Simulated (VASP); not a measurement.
Computed with r2SCAN meta-GGA, VASP's PBE PAW potentials (set 64) (plane waves; VASP).

The input files of a VASP run:

### KPOINTS_OPT
```
k-points along high-symmetry lines
6
Line-mode
Reciprocal
  0.000000   0.000000   0.000000 ! GAMMA
  0.500000   0.000000   0.000000 ! M

  0.500000   0.000000   0.000000 ! M
  0.333333   0.333333   0.000000 ! K

  0.333333   0.333333   0.000000 ! K
  0.000000   0.000000   0.000000 ! GAMMA

  0.000000   0.000000   0.000000 ! GAMMA
  0.000000   0.000000   0.500000 ! A

  0.000000   0.000000   0.500000 ! A
  0.500000   0.000000   0.500000 ! L

  0.500000   0.000000   0.500000 ! L
  0.333333   0.333333   0.500000 ! H

  0.333333   0.333333   0.500000 ! H
  0.000000   0.000000   0.500000 ! A

  0.500000   0.000000   0.500000 ! L
  0.500000   0.000000   0.000000 ! M

  0.333333   0.333333   0.500000 ! H
  0.333333   0.333333   0.000000 ! K
```

INCAR:
```
! general
SYSTEM  = Fe3Ge2
PREC    = Accurate
ENCUT   = 400   ! plane-wave cut-off (eV)
LREAL   = .FALSE.
LASPH   = .TRUE.   ! aspherical one-centre terms

! electronic loop
EDIFF   = 1E-7
NELM    = 100
ALGO    = Normal   ! blocked Davidson
LMAXMIX = 4
LMIXTAU = .TRUE.

! smearing
ISMEAR  = -5   ! tetrahedra, Bloechl

! functional
METAGGA = R2SCAN

! spin
ISPIN   = 2

! ions
ISIF    = 2   ! forces and stress, cell fixed

! output
LWAVE   = .FALSE.
LCHARG  = .FALSE.
LORBIT  = 11
NEDOS   = 601   ! DOS grid

! other
LEFG    = .TRUE.
```

KPOINTS:
```
Automatic mesh
0
Gamma
10 10 7
0 0 0
```

**POSCAR**
```
Fe3Ge2
1
    3.9982160034    -0.0000000000     0.0000000000
   -1.9991080017     3.4625570566    -0.0000000000
   -0.0000000000     0.0000000000     4.9493169400
Fe Ge
3 2
Direct
  1.0000000000   1.0000000000   0.7430509414
  1.0000000000   1.0000000000   0.2569490586
  0.6666670000   0.3333330000   0.0000000000
  0.6666670000   0.3333330000   0.5000000000
  0.3333330000   0.6666670000   0.0000000000
```

POTCAR, in this order: Fe Ge_d (PBE.64 set). Program: vasp_std. The INCAR's line for the spin-polarised start is left out here.

The run has a spin-polarised start. For a metal the tetrahedron method with Blöchl corrections gives inexact stress and forces.

Question: Estimate the energy per atom (σ→0), cell moment, band gap (over mesh and band path).

Answer: 
The energy per atom (σ→0) is -1364.8 kJ/mol of atoms and the cell moment comes out as 6.98 μB. The band gap (over mesh and band path) is none (metal, semimetal or under 0.01 eV).

### OSZICAR
```
...
DAV:  16    -0.707259806828E+02   -0.91966E-05   -0.48808E-05  8949   0.669E-02    0.200E-02
DAV:  17    -0.707259863725E+02   -0.56897E-05   -0.11567E-05  8855   0.377E-02    0.102E-02
DAV:  18    -0.707259898512E+02   -0.34787E-05   -0.23889E-06  9338   0.163E-02    0.433E-03
DAV:  19    -0.707259903969E+02   -0.54575E-06   -0.26853E-07  6216   0.527E-03    0.261E-03
DAV:  20    -0.707259909460E+02   -0.54910E-06   -0.17725E-07  4273   0.464E-03    0.671E-04
DAV:  21    -0.707259909479E+02   -0.18381E-08   -0.55283E-08  4168   0.226E-03
   1 F= -.70725991E+02 E0= -.70725991E+02  d E =0.000000E+00  mag=     6.9827
       N       E                     dE             ncg
```

The structure comes from a computed database's Fe3Ge2 entry (P-6m2); how it stands against other phases isn't given here. It was relaxed first.
